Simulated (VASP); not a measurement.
Input:

```
CELL_PARAMETERS angstrom
      0.00000     3.44150     3.44150
      3.44150     0.00000     3.44150
      3.44150     3.44150     0.00000
ATOMIC_POSITIONS crystal
  Rb 0.00000 0.00000 0.00000
  Br 0.50000 0.50000 0.50000
```

Level of theory: HSE06 screened hybrid, VASP's PBE PAW potentials (set 64) (plane waves; VASP). Numerical set-up: 520 eV cut-off, 6×6×6 Γ-centred mesh, Gaussian smearing of 0.050 eV, potentials Rb_sv Br.

Task: What does the run give for the energy per atom (σ→0), band gap (on the k-mesh) with the smallest direct gap where there is one?

Result: 
| Quantity | Value |
|---|---|
| band gap (on the k-mesh) | 5.51 eV |
| smallest direct gap (on the k-mesh) | 5.51 eV |
| energy per atom (σ→0) | -3.542 eV/atom |

The compound is RbBr in the rock salt structure. This cell is one point of a volume scan, at 0.94 of the reference volume. The cell's shape comes from a PBE relaxation.
